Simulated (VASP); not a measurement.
Au:

```
Au
1.0
     0.00000    2.05850    2.05850
     2.05850    0.00000    2.05850
     2.05850    2.05850    0.00000
Au
1
Direct
  0.00000 0.00000 0.00000
```

* Program: VASP 6.6.1
* Task: relaxation of cell and atoms
* Functional: PBEsol
* Potentials or basis: VASP PAW PBE potentials, release 64 (Au)
* Cutoff: 300 eV
* k mesh: 18 × 18 × 18
* Occupations: gaussian, width 0.1 eV
* Spin: no spin polarisation

At the start: pressure -4.9 GPa; volume 17.45 Å³/atom.

Question: Where does the relaxation end?

Answer: Over 6 steps the energy falls by 8.2 meV/atom and the volume is 16.92 Å³/atom (-3.0 %); space group Fm-3m (No. 225, to 0.05 Å).

The path:
```csv
step,energy change (eV),largest force (eV/Å),pressure (GPa),volume (Å³)
1,0.0000,0.0000,-4.88,17.45
2,0.0142,0.0000,9.66,16.14
3,-0.0082,0.0000,-0.14,16.93
4,-0.0082,0.0000,0.06,16.92
5,-0.0082,0.0000,-0.09,16.93
6,-0.0082,0.0000,0.00,16.92
```

Final structure:
```yaml
crystal:
  lattice:
    - [0.00000, 2.03781, 2.03781]
    - [2.03781, 0.00000, 2.03781]
    - [2.03781, 2.03781, 0.00000]
  atoms:
    - { symbol: Au, position: [0.00000, 0.00000, 0.00000] }
```

Caveat: the PAW data sets were made with another functional, which shifts forces and pressure a little.
